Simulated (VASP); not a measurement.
An input for Ansatz (written as the equivalent of a VASP run, and not itself run):

Ansatz 0.2 input:
```yaml
crystal:
  lattice:
    - [3.9023656, 0.0000000, 0.0000000]
    - [0.0000000, 3.9023656, 0.0000000]
    - [0.0000000, 0.0000000, 3.9023656]
  atoms:
    - { symbol: Ti, position: [0.0000000, 0.0000000, 0.0000000] }
    - { symbol: Pt, position: [0.0000000, 0.5000000, 0.5000000] }
    - { symbol: Pt, position: [0.5000000, 0.0000000, 0.5000000] }
    - { symbol: Pt, position: [0.5000000, 0.5000000, 0.0000000] }
kpoints:
  mp_grid: { grid: [7, 7, 7] }
hamiltonian:
  xc: pbe
  dispersion: d3bj
  pseudopotentials: { kind: paw }
scf:
  occupations: { method: methfessel_paxton, width: 0.1 }
  max_iter: 100
relax:
  max_steps: 60
  f_tol: 0.02
  cell: {}
output: { forces: true, stress: true, eigenvalues: true }
```

Q: Translate this input to VASP (INCAR, KPOINTS, POSCAR, choice of POTCAR).

A: One answer among several that fit: 
### POSCAR
```
Pt3Ti
1
    3.9023655657     0.0000000000    -0.0000000000
   -0.0000000000     3.9023655657     0.0000000000
   -0.0000000000     0.0000000000     3.9023655657
Ti Pt
1 3
Direct
  0.0000000000   0.0000000000   0.0000000000
  0.0000000000   0.5000000000   0.5000000000
  0.5000000000   0.0000000000   0.5000000000
  0.5000000000   0.5000000000   0.0000000000
```

INCAR:
```
! general
SYSTEM  = Pt3Ti
PREC    = Accurate
ENCUT   = 520   ! plane-wave cut-off (eV)
LREAL   = F   ! projection in real space or not
LASPH   = T   ! aspherical one-centre terms

! electronic loop
EDIFF   = 1E-6
NELM    = 100   ! most electronic steps
ALGO    = Normal
LMAXMIX = 6   ! l cut-off of mixed one-centre charges

! smearing
ISMEAR  = 1   ! Methfessel-Paxton
SIGMA   = 0.1   ! width (eV)

! functional
GGA     = PE
IVDW    = 12   ! D3, Becke-Johnson

! ions
IBRION  = 2   ! conjugate gradients
NSW     = 60   ! most ionic steps
ISIF    = 3   ! ions, shape and volume
EDIFFG  = -0.02   ! ionic stop

! output
LWAVE   = F
LCHARG  = F
```

**KPOINTS**
```
Automatic
0
G
 7 7 7
```

POTCAR, in this order: Ti_sv Pt (PBE.64 set). Program: vasp_std.

The two are equivalent in intent, not identical: each code has its own PAW files, so the cut-off isn't converted (ENCUT is set for VASP's; basis.ecutwfc is left out, and Ansatz then takes the one that its files recommend); Ansatz stops its SCF on the density residual and VASP on the energy change (EDIFF).

The compound is Pt3Ti in the L1_2 structure. It was relaxed first. The start is the result of an earlier pass.
